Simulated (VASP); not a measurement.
Input:

```
CELL_PARAMETERS angstrom
      3.99662     0.00000     0.00000
      0.00000     3.99662     0.00000
      0.00000     0.00000     5.26154
ATOMIC_POSITIONS crystal
  Pb 0.50000 0.00000 0.77373
  Pb 0.00000 0.50000 0.22627
  O  0.50000 0.50000 0.00000
  O  0.00000 0.00000 0.00000
```

Method: r2SCAN meta-GGA with spin-orbit coupling, VASP's PBE PAW potentials (set 64) (plane waves; VASP). Run with 520 eV cut-off, 5×5×4 Γ-centred mesh, Gaussian smearing of 0.050 eV, potentials Pb_d O.

Predict the energy per atom (σ→0), band gap (over mesh and band path) with the smallest direct gap where there is one.

```yaml
band gap (over mesh and band path): 1.74 eV
smallest direct gap (over mesh and band path): 2.45 eV
energy per atom (σ→0): -32559 meV/atom
```

The absolute energy has meaning only against runs of the same code, potentials and settings.

The compound is PbO in the litharge structure. It was relaxed first, which changed the volume by +6 %.
